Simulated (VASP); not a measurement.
# GaB (P4/mmm) in VASP: further runs, part 2 of 2

VASP 6.6.1. The steps go on from the part before.

## 4. Phonons, PBE

POSCAR

```
GaB
1.0
    2.7182400000      0.0000000000      0.0000000000
    0.0000000000      2.7182400000      0.0000000000
    0.0000000000      0.0000000000      3.2362100000
Ga B
1 1
Direct
    0.5000000000      0.5000000000      0.5000000000
    0.0000000000      0.0000000000      0.0000000000
```

INCAR.step1

```
  PREC = Accurate
  ENCUT = 600
  EDIFF = 1E-8
  ISMEAR = 0
  SIGMA = 0.02
  LREAL = F
  LASPH = T
  NELM = 100
  ALGO = Normal
  ISIF = 3
  LWAVE = F
  LCHARG = F
  GGA = PE
  IBRION = 2
  NSW = 40
  EDIFFG = -0.002
```

INCAR.step2

```
  PREC = Accurate
  ENCUT = 600
  EDIFF = 1E-8
  ISMEAR = 0
  SIGMA = 0.02
  LREAL = F
  LASPH = T
  NELM = 100
  ALGO = Normal
  ISIF = 2
  LWAVE = F
  LCHARG = F
  GGA = PE
  IBRION = 6
  NFREE = 2
  POTIM = 0.015
  NSW = 1
```

KPOINTS

```
regular mesh
0
Gamma
  7 7 6
```

Potentials or basis: VASP PAW PBE potentials, release 64 (Ga_d, B).

Command:

```bash
cat potpaw_PBE.64/Ga_d/POTCAR potpaw_PBE.64/B/POTCAR > POTCAR
cp INCAR.step1 INCAR
mpirun -np 1 vasp_std > vasp.out
cp CONTCAR POSCAR
cp INCAR.step2 INCAR
mpirun -np 1 vasp_std > vasp.out
```

OUTCAR:

```text
PREC = Accurate
   ENCUT = 600
   EDIFF = 1E-8
   ISMEAR = 0
   LREAL = F
   LASPH = T
   NELM = 100
   ISIF = 2
   GGA = PE
   IBRION = 6
   NFREE = 2
   POTIM = 0.015
   NSW = 1

 ion  position               nearest neighbor table
   1  0.500  0.500  0.500-   2 2.52   2 2.52   2 2.52   2 2.52   2 2.52   2 2.52   2 2.52   2 2.52

   2  0.000  0.000  0.000-   1 2.52   1 2.52   1 2.52   1 2.52   1 2.52   1 2.52   1 2.52   1 2.52

  LATTYP: Found a simple tetragonal cell.
 ALAT       =     2.7130932265
 C/A-ratio  =     1.2077441112

  Lattice vectors:

 A1 = (   2.7130932265,   0.0000000000,   0.0000000000)
 A2 = (   0.0000000000,   2.7130932265,   0.0000000000)
 A3 = (   0.0000000000,   0.0000000000,   3.2767223673)

Analysis of symmetry for initial positions (statically):
=====================================================================
 Subroutine PRICEL returns:
 Original cell was already a primitive cell.

[... 846 lines left out ...]
  Total        0.0009273      0.0009273      0.0014751      0.0000000      0.0000000     -0.0000000
  in kB        0.0615975      0.0615975      0.0979872      0.0000000      0.0000000     -0.0000000
  external PRESSURE =       0.0737274 kB  Pullay stress =       0.0000000 kB
[... 17 lines left out ...]
  FREE ENERGIE OF THE ION-ELECTRON SYSTEM (eV)
  ---------------------------------------------------
  free  energy   TOTEN  =        -7.1445267406 eV

  energy  without entropy=       -7.1442821647  energy(sigma->0) =       -7.14440445

 INTERNAL STRAIN TENSORS FROM DISPLACED ATOMS
 ============================================

 INTERNAL STRAIN TENSOR FOR ION    1 for displacements in x,y,z  (eV/Angst):
          X           Y           Z          XY          YZ          ZX
  --------------------------------------------------------------------------------
  x     0.00000     0.00000     0.00000     0.00000     0.00000     0.00000
  y     0.00000     0.00000     0.00000     0.00000     0.00000     0.00000
  z     0.00000     0.00000     0.00000     0.00000     0.00000     0.00000

 INTERNAL STRAIN TENSOR FOR ION    2 for displacements in x,y,z  (eV/Angst):
          X           Y           Z          XY          YZ          ZX
  --------------------------------------------------------------------------------
  x     0.00000     0.00000     0.00000     0.00000     0.00000     0.00000
  y     0.00000     0.00000     0.00000     0.00000     0.00000     0.00000
  z     0.00000     0.00000     0.00000     0.00000     0.00000     0.00000

 Eigenvectors and eigenvalues of the dynamical matrix
 ----------------------------------------------------

   1 f  =    6.480112 THz    40.715746 2PiTHz  216.153275 cm-1    26.799578 meV
             X         Y         Z           dx          dy          dz
      1.356547  1.356547  1.638361     0.000000    0.000000   -0.366999
      0.000000  0.000000  0.000000    -0.000000    0.000000    0.930221
[... 21 lines left out ...]
   6 f/i=    4.034307 THz    25.348296 2PiTHz  134.569982 cm-1    16.684544 meV
             X         Y         Z           dx          dy          dz
      1.356547  1.356547  1.638361    -0.362453   -0.000000    0.000000
      0.000000  0.000000  0.000000     0.932002   -0.000000    0.000000

 ELASTIC MODULI CONTR FROM IONIC RELAXATION (kBar)
 Direction    XX          YY          ZZ          XY          YZ          ZX
 --------------------------------------------------------------------------------
 XX           0.0000      0.0000      0.0000      0.0000      0.0000      0.0000
 YY           0.0000      0.0000      0.0000      0.0000      0.0000      0.0000
 ZZ           0.0000      0.0000      0.0000      0.0000      0.0000      0.0000
 XY           0.0000      0.0000      0.0000      0.0000      0.0000      0.0000
 YZ           0.0000      0.0000      0.0000      0.0000      0.0000      0.0000
 ZX           0.0000      0.0000      0.0000      0.0000      0.0000      0.0000
 --------------------------------------------------------------------------------
```

It took 61 s on 1 thread of Intel Xeon 6975P-C (Granite Rapids), shared host; peak memory 0.18 GiB.

What came out:

```
Relaxed volume                                          : 12.06 Å³/atom
Relaxed cell                                            : a = 2.713 Å, b = 2.713 Å, c = 3.277 Å, α = 90.00°, β = 90.00°, γ = 90.00°
Space group after relaxing (to 0.05 Å)                  : P4/mmm (No. 123)
Highest phonon frequency at Γ, LO-TO splitting left out : 216 cm⁻¹
Most unstable mode                                      : 135i cm⁻¹
```

Step by step:
```csv
step,energy change (eV),largest force (eV/Å),pressure (GPa),volume (Å³)
1,0.0000,0.0000,0.84,23.91
2,-0.0038,0.0000,-0.04,24.13
3,-0.0038,0.0000,0.06,24.11
4,-0.0038,0.0000,0.08,24.10
5,-0.0038,0.0000,0.09,24.10
6,-0.0038,0.0000,-0.01,24.12
7,-0.0038,0.0000,0.02,24.12
8,-0.0038,0.0000,0.00,24.12
9,-0.0038,0.0000,0.02,24.12
10,-0.0038,0.0000,0.01,24.12
11,-0.0038,0.0000,-0.01,24.12
```

Final structure:
```cif
data_structure
_symmetry_space_group_name_H-M 'P 1'
_symmetry_Int_Tables_number 1
_cell_length_a 2.7131
_cell_length_b 2.7131
_cell_length_c 3.2767
_cell_angle_alpha 90.000
_cell_angle_beta 90.000
_cell_angle_gamma 90.000
_cell_volume 24.12
loop_
_atom_site_label
_atom_site_type_symbol
_atom_site_fract_x
_atom_site_fract_y
_atom_site_fract_z
_atom_site_occupancy
Ga1 Ga 0.50000 0.50000 0.50000 1
B1 B 0.00000 0.00000 0.00000 1
```

Phonon frequencies in cm⁻¹ (negative: imaginary):
```
              q point          frequencies
(0.000, 0.000, 0.000)  -135 -135 0 1 1 216
```

Caveat: some modes are imaginary.

## 5. Overview

| task | cell | k mesh | cutoff (eV) | gap on the mesh (eV) | pressure (GPa) |
| --- | --- | --- | --- | --- | --- |
| electric field gradients | as given | 10 × 10 × 8 | 520 | none | 0.1 |
| core levels | as given | 10 × 10 × 8 | 520 | none | 0.1 |
| phonons | relaxed | 7 × 7 × 6 | 600 | - | - |

Alike in all rows: level PBE; potentials or basis VASP PAW PBE potentials, release 64 (Ga_d, B); no spin polarisation; smearing gaussian 0.02 eV.

Caveats: some modes are imaginary (some runs).

Absolute energies hang on the potentials; compare differences alone.
